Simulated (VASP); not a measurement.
Method: PBEsol GGA, VASP's PBE PAW potentials (set 64) (plane waves; VASP).

Input for VASP

**INCAR**
```
EDIFF=1E-5   ! SCF stop (eV)
ISIF=2
IDIPOL=3
ENCUT=400   ! plane-wave cut-off (eV)
NSW=50
LREAL=.FALSE.
PREC=Normal
NELM=100
LDIPOL=.TRUE.
NELMIN=4
ISMEAR=1   ! Methfessel-Paxton
LASPH=.TRUE.   ! aspherical one-centre terms
DIPOL=0.5 0.5 0.5
LWAVE=.TRUE.
SIGMA=0.1   ! width (eV)
SYSTEM=Sr(110) slab
LMAXMIX=4   ! l cut-off of mixed one-centre charges
LCHARG=.FALSE.
IBRION=2   ! conjugate gradients
EDIFFG=-0.03   ! ionic stop
ALGO=Normal   ! blocked Davidson
GGA=PS
```

POSCAR:
```
Sr(110) slab
1
    4.1801291232     0.0000000000     0.0000000000
    0.0000000000     5.9115956143    -0.0000000000
   -0.0000000000    -0.0000000000    27.1249169956
Sr
6
Direct
  0.0000000000   0.0000000000   0.3073670000
  0.5000000000   0.5000000000   0.3844200000
  0.0000000000   0.0000000000   0.4614730000
  0.5000000000   0.5000000000   0.5385270000
  0.0000000000   0.0000000000   0.6155800000
  0.5000000000   0.5000000000   0.6926330000
```

**KPOINTS**
```
Automatic
0
G
7 5 1
```

POTCAR, in this order: Sr_sv (PBE.64 set). Program: vasp_std.

Output

OSZICAR:
```
       N       E                     dE             d eps       ncg     rms          rms(c)
DAV:   1     0.345637563244E+03    0.34564E+03   -0.24486E+04  1208   0.104E+03
DAV:   2     0.297943255899E+02   -0.31584E+03   -0.31318E+03  1040   0.268E+02
DAV:   3    -0.727882499060E+01   -0.37073E+02   -0.36763E+02  1264   0.586E+01
DAV:   4    -0.106704493922E+02   -0.33916E+01   -0.33516E+01  1352   0.193E+01
DAV:   5    -0.108833887062E+02   -0.21294E+00   -0.21196E+00  1320   0.404E+00    0.331E+01
DAV:   6    -0.100041933332E+02    0.87920E+00   -0.11795E+01  1112   0.780E+00    0.168E+01
DAV:   7    -0.984890223334E+01    0.15529E+00   -0.69533E+00  1112   0.510E+00    0.114E+01
DAV:   8    -0.960935108055E+01    0.23955E+00   -0.12991E+00  1104   0.249E+00    0.225E+00
DAV:   9    -0.962104267003E+01   -0.11692E-01   -0.16369E-01  1272   0.854E-01    0.143E+00
DAV:  10    -0.962231333183E+01   -0.12707E-02   -0.95260E-03  1120   0.342E-01    0.758E-01
DAV:  11    -0.962334319996E+01   -0.10299E-02   -0.56344E-03  1232   0.218E-01    0.215E-01
DAV:  12    -0.962422026261E+01   -0.87706E-03   -0.11136E-03  1328   0.865E-02    0.932E-02
DAV:  13    -0.962481057763E+01   -0.59032E-03   -0.30701E-04   752   0.377E-02    0.438E-02
DAV:  14    -0.962536492756E+01   -0.55435E-03   -0.31856E-04   848   0.370E-02    0.259E-02
DAV:  15    -0.962551645908E+01   -0.15153E-03   -0.15060E-04   840   0.222E-02    0.281E-02
DAV:  16    -0.962554645351E+01   -0.29994E-04   -0.21506E-05   780   0.121E-02    0.137E-02
DAV:  17    -0.962557054345E+01   -0.24090E-04   -0.18140E-05   736   0.914E-03    0.677E-03
DAV:  18    -0.962557517511E+01   -0.46317E-05   -0.83021E-06   680   0.596E-03
   1 F= -.96255752E+01 E0= -.96242661E+01  d E =-.962558E+01
       N       E                     dE             d eps       ncg     rms          rms(c)
DAV:   1    -0.962611871188E+01   -0.54817E-03   -0.90036E-02   896   0.125E+00    0.766E-02
DAV:   2    -0.962626629111E+01   -0.14758E-03   -0.19614E-03   984   0.190E-01    0.356E-02
DAV:   3    -0.962628399377E+01   -0.17703E-04   -0.19057E-04  1208   0.366E-02    0.167E-02
DAV:   4    -0.962629007162E+01   -0.60778E-05   -0.67864E-06   640   0.929E-03
   2 F= -.96262901E+01 E0= -.96250177E+01  d E =-.714897E-03
       N       E                     dE             d eps       ncg     rms          rms(c)
DAV:   1    -0.962649216035E+01   -0.20817E-03   -0.81007E-01   880   0.374E+00    0.228E-01
DAV:   2    -0.962779425322E+01   -0.13021E-02   -0.17590E-02   932   0.572E-01    0.109E-01
DAV:   3    -0.962792016840E+01   -0.12592E-03   -0.17245E-03  1304   0.110E-01    0.509E-02
DAV:   4    -0.962793327738E+01   -0.13109E-04   -0.56880E-05   832   0.243E-02    0.420E-02
DAV:   5    -0.962793261472E+01    0.66266E-06   -0.19029E-05   756   0.129E-02
   3 F= -.96279326E+01 E0= -.96267760E+01  d E =-.235744E-02
       N       E                     dE             d eps       ncg     rms          rms(c)
DAV:   1    -0.962326539308E+01    0.46679E-02   -0.32375E+00   864   0.750E+00    0.456E-01
DAV:   2    -0.962849548282E+01   -0.52301E-02   -0.70770E-02   932   0.115E+00    0.216E-01
DAV:   3    -0.962898857836E+01   -0.49310E-03   -0.69252E-03  1400   0.222E-01    0.980E-02
DAV:   4    -0.962902499631E+01   -0.36418E-04   -0.18221E-04  1104   0.450E-02    0.727E-02
DAV:   5    -0.962902128573E+01    0.37106E-05   -0.62784E-05   820   0.219E-02
   4 F= -.96290213E+01 E0= -.96280865E+01  d E =-.344611E-02
```

File OUTCAR:
```
------------------------ aborting loop because EDIFF is reached ----------------------------------------
  FORCE on cell =-STRESS in cart. coord.  units (eV):
  Direction    XX          YY          ZZ          XY          YZ          ZX
  --------------------------------------------------------------------------------------
  Total        0.1812344     -1.5860292      0.1048144      0.0000000      0.0000000      0.0000000
  in kB        0.4331999     -3.7910450      0.2505352      0.0000000      0.0000000      0.0000000
  external PRESSURE =      -1.0357700 kB  Pullay stress =       0.0000000 kB
  volume of cell :      670.29
      direct lattice vectors                 reciprocal lattice vectors
     4.180129123  0.000000000  0.000000000     0.239227060  0.000000000  0.000000000
     0.000000000  5.911595614  0.000000000     0.000000000  0.169159067  0.000000000
     0.000000000  0.000000000 27.124916996     0.000000000  0.000000000  0.036866472
 POSITION                                       TOTAL-FORCE (eV/Angst)
 -----------------------------------------------------------------------------------
      0.00000      0.00000      8.33351         0.000000      0.000000     -0.012366
      2.09006      2.95580     10.43497         0.000000      0.000000     -0.001456
      0.00000      0.00000     12.47594         0.000000      0.000000      0.006630
      2.09006      2.95580     14.64897         0.000000      0.000000     -0.006630
      0.00000      0.00000     16.68995         0.000000      0.000000      0.001456
      2.09006      2.95580     18.79141         0.000000      0.000000      0.012366
 -----------------------------------------------------------------------------------
    total drift:                                0.000000     -0.000000      0.000000
  FREE ENERGIE OF THE ION-ELECTRON SYSTEM (eV)
  ---------------------------------------------------
  free  energy   TOTEN  =        -9.6290212857 eV

  energy  without entropy=       -9.6262168086  energy(sigma->0) =       -9.62808646

 reached required accuracy - stopping structural energy minimisation
```
(Selected blocks of OUTCAR.)

CONTCAR:
```
Sr(110) slab
   1.00000000000000
     4.1801291232000004    0.0000000000000000    0.0000000000000000
     0.0000000000000000    5.9115956143000004    0.0000000000000000
     0.0000000000000000    0.0000000000000000   27.1249169955999996
  Sr
     6
Direct
     0.0000000000000000    0.0000000000000000    0.3072270358058506
     0.5000000000000000    0.5000000000000000    0.3847004737064845
     0.0000000000000000    0.0000000000000000    0.4599439735303626
     0.5000000000000000    0.5000000000000000    0.5400560264696374
     0.0000000000000000    0.0000000000000000    0.6152995262935156
     0.5000000000000000    0.5000000000000000    0.6927729641941495
```

File OUTCAR:
```
 val. band max:       -0.5218692349   @ k =   0.2857   0.0000   0.0000

 cond. band min:      -0.5081769462   @ k =   0.1429   0.2000   0.0000


 Fermi energy:        -0.5096305273

 k-point     1 :       0.0000    0.0000    0.0000
  band No.  band energies     occupation
      1     -37.6317      2.00000
      2     -37.6317      2.00000
      3     -36.9608      2.00000
      4     -36.9579      2.00000
      5     -36.9399      2.00000
      6     -36.9318      2.00000
      7     -19.6478      2.00000
      8     -19.6476      2.00000
      9     -19.6152      2.00000
     10     -19.6152      2.00000
     11     -19.5238      2.00000
     12     -19.5238      2.00000
     13     -19.0480      2.00000
     14     -19.0198      2.00000
     15     -18.9931      2.00000
     16     -18.9907      2.00000
     17     -18.9620      2.00000
     18     -18.9246      2.00000
     19     -18.9081      2.00000
     20     -18.9003      2.00000
     21     -18.8907      2.00000
     22     -18.8681      2.00000
     23     -18.8621      2.00000
     24     -18.8529      2.00000
     25      -4.0843      2.00000
     26      -3.5087      2.00000
     27      -2.6266      2.00000
     28      -1.6528      2.00000
     29      -1.0525      2.00000
     30      -0.7682      2.00157
     31      -0.5764      1.89640
     32      -0.3163     -0.01973
     33       0.1440     -0.00000
     34       0.3178     -0.00000
     35       0.3615     -0.00000
     36       0.4088     -0.00000

 k-point     2 :       0.1429    0.0000    0.0000
  band No.  band energies     occupation
      1     -37.6306      2.00000
      2     -37.6305      2.00000
      3     -36.9590      2.00000
      4     -36.9565      2.00000
      5     -36.9388      2.00000
      6     -36.9313      2.00000
      7     -19.6456      2.00000
      8     -19.6454      2.00000
      9     -19.6120      2.00000
     10     -19.6120      2.00000
     11     -19.5479      2.00000
     12     -19.5479      2.00000
...
```

The cell is a thin slab with vacuum, built from Sr (fcc): (110) face.
